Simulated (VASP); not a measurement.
Output of a VASP run:

OSZICAR:
```
       N       E                     dE             d eps       ncg     rms          rms(c)
DAV:   1     0.712518825783E+02    0.71252E+02   -0.71478E+03  1136   0.136E+03
DAV:   2    -0.179020299803E+02   -0.89154E+02   -0.83087E+02  1136   0.263E+02
DAV:   3    -0.224638385658E+02   -0.45618E+01   -0.43622E+01  1456   0.677E+01
DAV:   4    -0.225790212116E+02   -0.11518E+00   -0.11487E+00  1352   0.998E+00
DAV:   5    -0.225823159342E+02   -0.32947E-02   -0.32940E-02  1500   0.181E+00    0.159E+01
DAV:   6    -0.257512245702E+02   -0.31689E+01   -0.41608E+01  1380   0.139E+02    0.168E+01
DAV:   7    -0.210033321783E+02    0.47479E+01   -0.17258E+01  1472   0.109E+02    0.395E+00
DAV:   8    -0.209966544835E+02    0.66777E-02   -0.96336E-01  1272   0.792E+00    0.181E+00
DAV:   9    -0.209617231071E+02    0.34931E-01   -0.10812E-01  1428   0.702E+00    0.437E-01
DAV:  10    -0.209612736697E+02    0.44944E-03   -0.71864E-03  1568   0.122E+00    0.111E-01
DAV:  11    -0.209611071170E+02    0.16655E-03   -0.75410E-04  1540   0.578E-01    0.465E-02
DAV:  12    -0.209611153590E+02   -0.82420E-05   -0.35390E-05  1296   0.622E-02    0.195E-02
DAV:  13    -0.209611145452E+02    0.81381E-06   -0.37516E-06  1760   0.262E-02    0.493E-03
DAV:  14    -0.209611145718E+02   -0.26625E-07   -0.53190E-07  1416   0.916E-03
   1 F= -.20961115E+02 E0= -.20961473E+02  d E =0.107455E-02
```

OUTCAR:
```
------------------------ aborting loop because EDIFF is reached ----------------------------------------
  FORCE on cell =-STRESS in cart. coord.  units (eV):
  Direction    XX          YY          ZZ          XY          YZ          ZX
  --------------------------------------------------------------------------------------
  Total        1.4311772      1.4311772      1.4311772      0.0000000      0.0000000     -0.0000000
  in kB       63.0472386     63.0472386     63.0472386      0.0000000      0.0000000     -0.0000000
  external PRESSURE =      63.0472386 kB  Pullay stress =       0.0000000 kB
  volume of cell :       36.37
      direct lattice vectors                 reciprocal lattice vectors
     0.000000000  2.629678441  2.629678441    -0.190137316  0.190137316  0.190137316
     2.629678441  0.000000000  2.629678441     0.190137316 -0.190137316  0.190137316
     2.629678441  2.629678441  0.000000000     0.190137316  0.190137316 -0.190137316
 POSITION                                       TOTAL-FORCE (eV/Angst)
 -----------------------------------------------------------------------------------
      0.00000      0.00000      0.00000        -0.000000     -0.000000      0.000000
      1.31484      1.31484      1.31484        -0.000000     -0.000000     -0.000000
      3.94452      3.94452      3.94452         0.000000      0.000000      0.000000
 -----------------------------------------------------------------------------------
    total drift:                               -0.000000     -0.000000      0.000000
  FREE ENERGIE OF THE ION-ELECTRON SYSTEM (eV)
  ---------------------------------------------------
  free  energy   TOTEN  =       -20.9611145718 eV

  energy  without entropy=      -20.9621891232  energy(sigma->0) =      -20.96147276
```
(Selected blocks of OUTCAR.)

### POSCAR
```
CoSi2
1
    0.0000000000     2.6296784412     2.6296784412
    2.6296784412     0.0000000000     2.6296784412
    2.6296784412     2.6296784412     0.0000000000
Co Si
1 2
Direct
  0.0000000000   0.0000000000   0.0000000000
  0.2500000000   0.2500000000   0.2500000000
  0.7500000000   0.7500000000   0.7500000000
```

Question: Write an INCAR and KPOINTS that could have produced this output.

Answer: This is not unique; one that fits is the input of the run itself, PBEsol GGA, plane waves, VASP's PBE PAW potentials (set 64).

KPOINTS:
```
Automatic mesh
0
gamma
10 10 10
```

INCAR:
```
! general
SYSTEM  = CoSi2
PREC    = Accurate
ENCUT   = 520   ! plane-wave cut-off (eV)
LREAL   = .False.
LASPH   = .True.   ! aspherical one-centre terms

! electronic loop
EDIFF   = 1E-7
NELM    = 100   ! most electronic steps
ALGO    = Normal   ! blocked Davidson
LMAXMIX = 4   ! l cut-off of mixed one-centre charges

! smearing
ISMEAR  = 1   ! Methfessel-Paxton
SIGMA   = 0.1   ! width (eV)

! functional
GGA     = PS

! ions
ISIF    = 2   ! forces and stress, cell fixed

! output
LWAVE   = .False.
LCHARG  = .False.
```

POTCAR, in this order: Co Si (PBE.64 set). Program: vasp_std.

The compound is CoSi2 in the fluorite structure. This cell is one point of a volume scan, at 0.97 of the reference volume. The run is not spin-polarised, so no magnetic state was tried. The electron count is odd and the run is not spin-polarised, which forces a metal.
